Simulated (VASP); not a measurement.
Calculation: LDA (Ceperley-Alder, Perdew-Zunger), VASP's LDA PAW potentials (set 64) (plane waves; VASP).

VASP ran on this input.

INCAR:
```
ISIF = 2   # forces and stress, cell fixed
LCHARG = .FALSE.
PREC = Accurate
LASPH = .TRUE.   # aspherical one-centre terms
LREAL = .FALSE.
NELM = 100   # most electronic steps
ALGO = Normal
ISMEAR = -1   # Fermi-Dirac
LWAVE = .FALSE.
EDIFF = 1E-6   # SCF stop (eV)
ENCUT = 300
SIGMA = 0.05
LMAXMIX = 4
SYSTEM = Zn
```

POSCAR:
```
Zn
4.950
  0.2686868687  -0.4653793939   0.0000000000
  0.2686868687   0.4653793939   0.0000000000
  0.0000000000   0.0000000000   1.0000000000
Zn
2
Cart
  0.2686868687   0.1551267749   0.2500000000
  0.2686868687  -0.1551267749   0.7500000000
```

### KPOINTS
```
Automatic mesh
0
Gamma
  14 14 7
0 0 0
```

POTCAR, in this order: Zn (LDA.64 set). Program: vasp_std.

At this cut-off the stress carries a Pulay error, which pulls relaxed volumes low.

Question: What does the run give for the energy per atom (σ→0), pressure, band gap (on the k-mesh)?

Answer: 
```json
{
  "energy per atom (σ→0)": "-1.832 eV/atom",
  "band gap (on the k-mesh)": "none (metal, semimetal or under 0.01 eV)",
  "pressure": "-83.3 kbar"
}
```

OSZICAR:
```
...
DAV:   5    -0.391713765777E+01   -0.64776E-05   -0.64773E-05  3848   0.741E-02    0.407E+00
DAV:   6    -0.369189662030E+01    0.22524E+00   -0.10230E+00  3128   0.215E+01    0.302E+00
DAV:   7    -0.367450405761E+01    0.17393E-01   -0.33758E-02  3848   0.327E+00    0.154E+00
DAV:   8    -0.366607331690E+01    0.84307E-02   -0.29217E-03  4144   0.755E-01    0.431E-02
DAV:   9    -0.366604669017E+01    0.26627E-04   -0.24314E-04  3744   0.198E-01    0.297E-02
DAV:  10    -0.366604933475E+01   -0.26446E-05   -0.15154E-05  3488   0.351E-02    0.210E-03
DAV:  11    -0.366604931288E+01    0.21873E-07   -0.37457E-07  2136   0.960E-03
   1 F= -.36660493E+01 E0= -.36635124E+01  d E =-.507380E-02
```

The structure is a typed Zn crystal (P6_3/mmc). The cell was not relaxed at this level. The run is one of a series of settings (GGA removed, POTCAR Zn (LDA.64 set) against the base run), some of them coarse on purpose.
